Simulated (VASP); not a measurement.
Runs of VASP 6.6.1 on Si. It takes space group Fd-3m (No. 227, cubic). The conventional cell has a = 5.469 Å, b = 5.469 Å, c = 5.469 Å, α = 90.00°, β = 90.00°, γ = 90.00°. Si (site symmetry -43m) has 4 Si at 2.37 Å as nearest neighbours. 

```csv
task,level,potentials or basis,cell,k mesh,cutoff (eV),grid for exact exchange (PRECFOCK),screening parameter,exchange at q = 0,gap on the mesh (eV),pressure (GPa)
dielectric tensor,PBE,"VASP PAW PBE potentials, release 64 (Si)",as given,10 × 10 × 10,450,-,-,-,0.62,-
band structure,r2SCAN,"VASP PAW PBE potentials, release 64 (Si)",as given,10 × 10 × 10,450,-,-,-,(c),-1.5
band structure,HSE06,"VASP PAW PBE potentials, release 64 (Si)",as given,8 × 8 × 8,450,Fast,0.2 1/A,-,1.23,-1.9
relaxation of cell and atoms,PBE,"VASP PAW PBE potentials, release 64 (Si)",relaxed,10 × 10 × 10,600,-,-,-,0.62,0.0
band structure,PBE,"VASP PAW PBE potentials, release 64 (Si)",as given,10 × 10 × 10,450,-,-,-,0.62,0.0
band structure,PBE0,"VASP PAW PBE potentials, release 64 (Si)",as given,8 × 8 × 8,450,Fast,-,truncated,1.86,(b)
band structure,LDA,"VASP PAW LDA potentials, release 64 (Si)",as given,10 × 10 × 10,450,-,-,-,(a),-3.2
band structure,PBE,"VASP PAW PBE potentials, release 64 (Si)",as given,10 × 10 × 10,300,-,-,-,0.62,-0.1
band structure,PBE,"VASP PAW PBE potentials, release 64 (Si)",as given,10 × 10 × 10,600,-,-,-,0.62,0.0
```

Alike in all rows: no spin polarisation; smearing gaussian 0.02 eV.

**Question.** Estimate the missing entries.

**Answer.** (a) 0.51; (b) -2.0; (c) 0.81.

Caveats: the PAW data sets were made with another functional, which shifts forces and pressure a little (some runs); the gap is small at this level, which inflates the dielectric constant (some runs); the relaxation stopped at its first step, so nothing moved (some runs); the cutoff is under 1.25 times the usual one of these potentials, so pressure, stress and relaxed cells hold a basis-set (Pulay) error (some runs).

A k mesh can miss the band edges.
